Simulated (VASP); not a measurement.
Wanted: the native input for a VASP 6.6.1 run.

```yaml
Task: single point
Functional: PBE
Potentials_or_basis: VASP PAW PBE potentials, release 64 (C, Si)
Cutoff: 520 eV
k_mesh: 8 × 8 × 6
Occupations: fermi-dirac, width 0.02 eV
Spin: no spin polarisation
Dipole_correction: no
Further_INCAR_settings: ALGO = Fast; EDIFF = 1e-06; NBANDS = 16
```

The structure of SiC3 lies in POSCAR:

```
SiC3
1.0
    2.8026294769      0.0000000000      0.0000000000
    0.0000000000      2.8026294769      0.0000000000
    0.0000000000      0.0000000000      4.1120376099
C Si
3 1
Direct
    0.5000000000      0.0000000000      0.7880665833
    0.5000000000      0.5000000000      0.0000000000
    0.0000000000      0.5000000000      0.2119334167
    0.0000000000      0.0000000000      0.5000000000
```

The cell was built by a generator and needn't be a form met in nature.

The input as run:

INCAR

```
PREC = Accurate
ENCUT = 520
EDIFF = 1E-6
ISMEAR = -1
SIGMA = 0.02
LREAL = False
LASPH = True
NELM = 100
ALGO = Fast
ISIF = 2
LWAVE = False
LCHARG = False
GGA = PE
NBANDS = 16
```

KPOINTS

```
Automatic mesh
0
Gamma
  8 8 6
```

Potentials or basis: VASP PAW PBE potentials, release 64 (C, Si).

The run is started by

```console
$ cat potpaw_PBE.64/C/POTCAR potpaw_PBE.64/Si/POTCAR > POTCAR
$ mpirun -np 1 vasp_std > vasp.out
```

Results of the run:

| Property | Result |
| --- | --- |
| Pressure | 0.0 GPa |
| Largest force | 0.016 eV/Å |
| Band gap on the k mesh | 1.46 eV, indirect (least direct gap 1.79 eV) |

Run time: 9.2 s on 1 thread of Intel(R) Xeon(R) 6975P-C (Granite Rapids) (shared host), peak memory 0.15 GiB.
